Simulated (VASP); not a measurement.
# CoC23 (a cell with a defect) in VASP: a series of runs, part 2 of 2

VASP 6.6.1.

### Step 3. Relaxation of the atoms, PBEsol+U, collinear spin, ferromagnetic start (atoms moved at random, drawn with an rms of 0.05 Å)

INCAR reads:

```
  PREC = Accurate
  ENCUT = 450
  EDIFF = 1E-5
  ISMEAR = 0
  SIGMA = 0.03
  LREAL = Auto
  LASPH = True
  NELM = 120
  ALGO = Normal
  ISIF = 2
  LWAVE = False
  LCHARG = False
  ISPIN = 2
  MAGMOM = 1 0 0 0 0 0 0 0 0 0 0 0 0 0 0 0 0 0 0 0 0 0 0 0
  LORBIT = 11
  NUPDOWN = 1
  LMAXMIX = 4
  LDAU = True
  LDAUTYPE = 2
  LDAUL = 2 -1
  LDAUU = 4 0
  LDAUJ = 0 0
  LDAUPRINT = 1
  GGA = PS
  IBRION = 2
  NSW = 60
  EDIFFG = -0.03
  ISYM = 0
  KPAR = 4
```

KPOINTS reads:

```
regular mesh
0
Gamma
  3 4 4
```

POSCAR reads:

```
CoC23
1.0
    0.0000000000      5.3503200000      5.3503200000
    3.5668800000      0.0000000000      3.5668800000
    3.5668800000      3.5668800000      0.0000000000
Co C
1 23
Direct
   -0.0017600000      0.0111080000     -0.0074660000
   -0.0025850000      0.0016260000      0.5098920000
    0.0005410000      0.4876590000     -0.0059410000
   -0.0002570000      0.5013190000      0.5018890000
    0.3339000000      0.0052090000      0.0009910000
    0.3355680000     -0.0070530000      0.4932780000
    0.3341620000      0.4996830000     -0.0034840000
    0.3313730000      0.5103960000      0.4859770000
    0.6615030000      0.0002540000      0.0008470000
    0.6765430000     -0.0188430000      0.4880910000
    0.6600180000      0.5038060000     -0.0042940000
    0.6725730000      0.4970630000      0.4812160000
    0.0943230000      0.1131940000      0.1331490000
    0.0925650000      0.1209910000      0.6212720000
    0.0860180000      0.6252870000      0.1143960000
    0.0857540000      0.6260620000      0.6239350000
    0.4224570000      0.1258670000      0.1173250000
    0.4106110000      0.1220220000      0.6264610000
    0.4176940000      0.6325880000      0.1220560000
    0.4097510000      0.6384380000      0.6245000000
    0.7494680000      0.1164670000      0.1309950000
    0.7472340000      0.1314220000      0.6167880000
    0.7468050000      0.6172310000      0.1288780000
    0.7514580000      0.6258290000      0.6203670000
```

Potentials or basis: VASP PAW PBE potentials, release 64 (Co, C).

The run is started by

```sh
cat potpaw_PBE.64/Co/POTCAR potpaw_PBE.64/C/POTCAR > POTCAR
mpirun -np 4 vasp_std > vasp.out
```

It took 22 min on 4 MPI ranks of Intel Xeon 6975P-C (Granite Rapids), shared host; peak memory 0.46 GiB.

Results (log left out):

```yaml
Free_energy: -219.5981 eV
Energy_gained_by_relaxing: 157.7 meV/atom
Ionic_steps: 20
Largest_force_after_relaxing: 0.026 eV/Å
Net_moment: 1.00 μB per cell
Site_moments: Co +0.73; C +0.00, +0.01, -0.00, +0.04 μB
Valence_electrons_inside_the_program's_atomic_spheres: Co 9.79; C 2.60, 2.58, 2.62, 2.61, 2.65, 2.63, 2.57, 2.56
```

Forces on the atoms (eV/Å):
```
Co   0.019  0.005 -0.017
C    0.012 -0.017  0.001
C    0.008  0.006 -0.015
C   -0.007 -0.002 -0.001
C   -0.019  0.004  0.006
C    0.000  0.015  0.013
C   -0.001  0.015  0.011
C   -0.001 -0.006  0.002
C   -0.009  0.005  0.006
C    0.008  0.001  0.000
C    0.002  0.002 -0.005
C   -0.004 -0.002  0.010
C   -0.015 -0.006 -0.003
C   -0.009  0.004  0.009
C    0.003 -0.009 -0.011
C   -0.005  0.007  0.007
C    0.002  0.006 -0.004
C   -0.007 -0.007  0.003
C    0.004 -0.014  0.004
C    0.012 -0.002 -0.008
C   -0.008  0.011  0.003
C    0.003 -0.003 -0.005
C    0.004 -0.001  0.003
C    0.009 -0.011 -0.009
```

The path:
```csv
step,energy change (eV),largest force (eV/Å),pressure (GPa)
1,0.0000,11.4778,27.44
2,6.2311,11.2350,28.87
3,-3.4917,1.7715,19.27
4,-3.4174,2.8557,19.78
5,-3.7066,1.0013,19.01
6,-3.7532,0.5357,19.12
7,-3.7582,0.3471,19.09
8,-3.7726,0.3109,18.92
9,-3.7732,0.2095,19.13
10,-3.7797,0.1672,18.96
11,-3.7798,0.1728,18.90
12,-3.7832,0.1381,19.00
13,-3.7832,0.1350,18.96
14,-3.7845,0.0968,18.98
15,-3.7845,0.0940,19.02
16,-3.7852,0.0543,18.97
17,-3.7852,0.0564,18.92
18,-3.7857,0.0342,19.02
19,-3.7857,0.0397,19.06
20,-3.7859,0.0261,18.99
```

Final structure:
```yaml
crystal:
  lattice:
    - [0.00000, 5.35032, 5.35032]
    - [3.56688, 0.00000, 3.56688]
    - [3.56688, 3.56688, 0.00000]
  atoms:
    - { symbol: Co, position: [0.99833, 0.00087, 0.99768] }
    - { symbol: C, position: [0.00094, 0.99912, 0.49626] }
    - { symbol: C, position: [0.00095, 0.49907, 0.99639] }
    - { symbol: C, position: [0.00103, 0.49936, 0.49650] }
    - { symbol: C, position: [0.33386, 0.00155, 0.99894] }
    - { symbol: C, position: [0.33864, 0.99881, 0.48970] }
    - { symbol: C, position: [0.33868, 0.49251, 0.99601] }
    - { symbol: C, position: [0.33309, 0.50005, 0.49748] }
    - { symbol: C, position: [0.66808, 0.99819, 0.99544] }
    - { symbol: C, position: [0.66175, 0.00160, 0.50203] }
    - { symbol: C, position: [0.66178, 0.50482, 0.99885] }
    - { symbol: C, position: [0.66789, 0.49901, 0.49634] }
    - { symbol: C, position: [0.09381, 0.13605, 0.13331] }
    - { symbol: C, position: [0.09583, 0.13450, 0.58275] }
    - { symbol: C, position: [0.09590, 0.58578, 0.13157] }
    - { symbol: C, position: [0.08482, 0.62406, 0.62134] }
    - { symbol: C, position: [0.42544, 0.11857, 0.11573] }
    - { symbol: C, position: [0.41368, 0.12534, 0.62679] }
    - { symbol: C, position: [0.41374, 0.62933, 0.12276] }
    - { symbol: C, position: [0.41836, 0.62334, 0.62055] }
    - { symbol: C, position: [0.71767, 0.14174, 0.13894] }
    - { symbol: C, position: [0.75115, 0.12518, 0.62104] }
    - { symbol: C, position: [0.75114, 0.62378, 0.12248] }
    - { symbol: C, position: [0.74919, 0.62499, 0.62222] }
```

Eigenvalues of the final occupation matrices:
```
    site  spin  trace               eigenvalues
site 1 d     1   4.43  0.83 0.84 0.86 0.95 0.95
site 1 d     2   3.81  0.62 0.65 0.65 0.94 0.94
```

Caveat: the k mesh is coarse (spacing up to 0.38 Å⁻¹), so the values aren't converged; the cutoff is under 1.25 times the usual one of these potentials, so pressure, stress and relaxed cells hold a basis-set (Pulay) error; the PAW data sets were made with another functional, which shifts forces and pressure a little; the total moment is fixed, so each spin has its own Fermi level; the U is typed as a test and isn't derived for this compound. The state reached can hang on the start; a lower one may exist.

### Step 4. Single point, PBEsol+U, collinear spin, ferromagnetic start

INCAR reads:

```
SYSTEM = CoC23
PREC = Accurate ; ENCUT = 450
EDIFF = 1E-5 ; ISMEAR = 0
SIGMA = 0.03 ; LREAL = Auto
LASPH = .TRUE. ; NELM = 120
ALGO = Normal ; ISIF = 2
LWAVE = .FALSE. ; LCHARG = .FALSE.
ISPIN = 2 ; MAGMOM = 1 0 0 0 0 0 0 0 0 0 0 0 0 0 0 0 0 0 0 0 0 0 0 0
LORBIT = 11 ; LMAXMIX = 4
LDAU = .TRUE. ; LDAUTYPE = 2
LDAUL = 2 -1 ; LDAUU = 4 0
LDAUJ = 0 0 ; LDAUPRINT = 1
GGA = PS ; NBANDS = 72
ISYM = 0 ; KPAR = 4
```

KPOINTS reads:

```
Automatic mesh
0
G
  3 4 4
  0 0 0
```

POSCAR reads:

```
CoC23                                   
1.0
    0.0000000000      5.3503200000      5.3503200000
    3.5668800000      0.0000000000      3.5668800000
    3.5668800000      3.5668800000      0.0000000000
  Co              C             
     1    23
Direct
     0.9983324907932565    0.0008668805022164    0.9976836596459712
     0.0009393379283153    0.9991166859729713    0.4962649425970048
     0.0009486416673892    0.4990705284221525    0.9963917883437972
     0.0010251057200016    0.4993562876872253    0.4964964277620974
     0.3338571370441947    0.0015523767317111    0.9989417318547115
     0.3386385622832975    0.9988098232821918    0.4897038082797182
     0.3386783114898459    0.4925112166993523    0.9960112183936440
     0.3330865140533815    0.5000525285321722    0.4974779614301031
     0.6680797438506496    0.9981919862584894    0.9954356231269985
     0.6617484392551822    0.0015963002176802    0.5020260667810995
     0.6617755987224023    0.5048192120534586    0.9988511416472495
     0.6678922875307317    0.4990057786046572    0.4963414657402317
     0.0938058313413729    0.1360516259934186    0.1333137871420144
     0.0958257624133339    0.1345008982472740    0.5827476977411632
     0.0959036041227929    0.5857778861116222    0.1315700479705288
     0.0848247796129922    0.6240651402706145    0.6213413024191135
     0.4254402855522293    0.1185730660177272    0.1157301308667261
     0.4136791897972215    0.1253445160816807    0.6267933178006823
     0.4137354827495483    0.6293276057246892    0.1227572250974908
     0.4183553073724433    0.6233447393613046    0.6205495436234926
     0.7176726162710478    0.1417426186056196    0.1389440289229677
     0.7511459928247689    0.1251757088315824    0.6210412417467974
     0.7511395222451591    0.6237799542201344    0.1224807621671123
     0.7491864553584587    0.6249916355700484    0.6222230788992771
```

The run is started by

```sh
cat potpaw_PBE.64/Co/POTCAR potpaw_PBE.64/C/POTCAR > POTCAR
mpirun -np 4 vasp_std > vasp.out
```

Run time: 3.1 min. Hardware: 4 MPI ranks of Intel Xeon 6975P-C (Granite Rapids), shared host; peak memory 0.46 GiB.

The run converged. Its results:

* Free energy: -219.6194 eV
* Largest force: 0.433 eV/Å
* Band gap on the k mesh: none (metal or under the smearing width)
* Net moment: 0.63 μB per cell
* Site moments: Co +0.46; C +0.00, -0.00, +0.01 μB
* Valence electrons inside the program's atomic spheres: Co 9.81; C 2.60, 2.58, 2.62, 2.61, 2.65, 2.63, 2.57, 2.64, 2.55

Forces on the atoms (eV/Å):
```
Co  -0.258  0.256  0.235
C   -0.005  0.001  0.030
C   -0.009  0.035  0.002
C   -0.036  0.014  0.015
C   -0.118  0.013  0.016
C    0.019  0.086 -0.016
C    0.017 -0.014  0.083
C    0.021 -0.022 -0.014
C   -0.040  0.027  0.027
C    0.008  0.038  0.005
C    0.002  0.007  0.033
C    0.001 -0.008  0.003
C    0.241 -0.178 -0.176
C    0.152 -0.255 -0.149
C    0.167 -0.168 -0.269
C    0.021 -0.021 -0.020
C    0.091 -0.052 -0.062
C   -0.016 -0.023  0.025
C   -0.006  0.008 -0.011
C   -0.011  0.013  0.006
C   -0.199  0.213  0.203
C   -0.012  0.003  0.022
C   -0.010  0.026  0.009
C   -0.020 -0.001  0.001
```

Levels at points of the mesh, in eV from the Fermi level:
Spin up:
| k point | band 47 | band 48 | band 49 | band 50 | band 51 | band 52 | band 53 | band 54 | band 55 | band 56 |
| --- | --- | --- | --- | --- | --- | --- | --- | --- | --- | --- |
| (0.00, 0.00, 0.00) | -3.42 | -3.16 | -2.84 | -2.80 | 0.27 | 1.79 | 1.88 | 2.87 | 2.95 | 3.05 |
| (0.00, 0.50, 0.00) | -3.85 | -3.69 | -2.67 | -2.58 | -0.70 | 0.31 | 1.40 | 2.89 | 3.24 | 3.82 |
| (0.00, 0.00, 0.50) | -3.85 | -3.69 | -2.67 | -2.58 | -0.71 | 0.31 | 1.40 | 2.89 | 3.24 | 3.82 |
| (0.00, 0.50, 0.50) | -4.05 | -4.03 | -2.75 | -2.52 | -0.67 | 0.50 | 1.36 | 2.38 | 3.01 | 4.26 |
Spin down:
| k point | band 48 | band 49 | band 50 | band 51 | band 52 | band 53 |
| --- | --- | --- | --- | --- | --- | --- |
| (0.00, 0.00, 0.00) | -2.93 | -2.78 | -2.74 | 0.65 | 1.96 | 2.03 |
| (0.00, 0.50, 0.00) | -3.50 | -2.42 | -2.32 | -0.22 | 0.77 | 1.70 |
| (0.00, 0.00, 0.50) | -3.50 | -2.42 | -2.32 | -0.23 | 0.77 | 1.70 |
| (0.00, 0.50, 0.50) | -3.61 | -2.51 | -2.28 | -0.17 | 1.00 | 1.64 |

Eigenvalues of the final occupation matrices:
```tsv
site	spin	trace	eigenvalues
site 1 d	1	4.33	0.80 0.81 0.82 0.94 0.95
site 1 d	2	3.94	0.63 0.71 0.71 0.94 0.94
```

Caveat: the k mesh is coarse (spacing up to 0.38 Å⁻¹), so the values aren't converged; the cutoff is under 1.25 times the usual one of these potentials, so pressure, stress and relaxed cells hold a basis-set (Pulay) error; the PAW data sets were made with another functional, which shifts forces and pressure a little; the U is typed as a test and isn't derived for this compound. The state reached can hang on the start; a lower one may exist.

### Step 5. Summary

| task | fixed moment (μB) | cell | moment (μB) | largest force (eV/Å) |
| --- | --- | --- | --- | --- |
| single point | 3 | as given | 3.00 | 0.86 |
| relaxation of the atoms | 1 | atoms relaxed from: atoms moved at random, drawn with an rms of 0.05 Å | 1.00 | 0.03 |
| single point | - | as given | 0.63 | 0.43 |

Alike in all rows: level PBEsol+U; potentials or basis VASP PAW PBE potentials, release 64 (Co, C); spin collinear, ferromagnetic start; Co d U = 4 eV; k mesh 3 × 4 × 4; cutoff (eV) 450; smearing gaussian 0.03 eV; the mesh is coarse, so values aren't converged.

Caveats: all runs use coarse meshes; the cutoff is under 1.25 times the usual one of these potentials, so pressure, stress and relaxed cells hold a basis-set (Pulay) error; the PAW data sets were made with another functional, which shifts forces and pressure a little; the U is typed as a test and isn't derived for this compound; the total moment is fixed, so each spin has its own Fermi level (some runs).

Absolute energies hang on the potentials; compare differences alone.
